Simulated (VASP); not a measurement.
OSZICAR of a VASP run on LiF (rock salt):

### OSZICAR
```
       N       E                     dE             d eps       ncg     rms          rms(c)
DAV:   1     0.340597332377E+02    0.34060E+02   -0.63171E+03   862   0.128E+03
DAV:   2    -0.896421633195E+01   -0.43024E+02   -0.42478E+02   903   0.224E+02
DAV:   3    -0.101022160285E+02   -0.11380E+01   -0.11349E+01  1110   0.347E+01
DAV:   4    -0.101147961827E+02   -0.12580E-01   -0.12567E-01  1065   0.348E+00
DAV:   5    -0.101149911173E+02   -0.19493E-03   -0.19492E-03  1143   0.259E-01    0.455E+00
DAV:   6    -0.959405139605E+01    0.52094E+00   -0.26839E+00   866   0.131E+01    0.136E+00
DAV:   7    -0.959794818559E+01   -0.38968E-02   -0.22021E-02  1152   0.166E+00    0.848E-01
DAV:   8    -0.960431871090E+01   -0.63705E-02   -0.15299E-02  1166   0.166E+00    0.978E-02
DAV:   9    -0.960439276350E+01   -0.74053E-04   -0.80945E-04   941   0.322E-01    0.411E-02
DAV:  10    -0.960444999924E+01   -0.57236E-04   -0.12930E-04   937   0.113E-01    0.676E-03
DAV:  11    -0.960445214628E+01   -0.21470E-05   -0.22138E-06  1159   0.207E-02    0.146E-03
DAV:  12    -0.960445248475E+01   -0.33847E-06   -0.44676E-07   950   0.794E-03    0.987E-04
DAV:  13    -0.960445249848E+01   -0.13727E-07   -0.43322E-08   633   0.239E-03
   1 F= -.96044525E+01 E0= -.96044525E+01  d E =-.510547E-19
```

### Question
Which electronic solver shows in the log?

### Answer
It is blocked Davidson (ALGO = Normal, or the opening steps of other solvers). The INCAR had ALGO = Normal.

### Question
Can the final energy be trusted as converged?

### Answer
The run converged. It stopped with EDIFF = 1E-7, NELM = 100 (PBE GGA, plane waves, VASP's PBE PAW potentials (set 64)).

The compound is LiF in the rock salt structure. This cell was strained or had an atom moved on purpose.
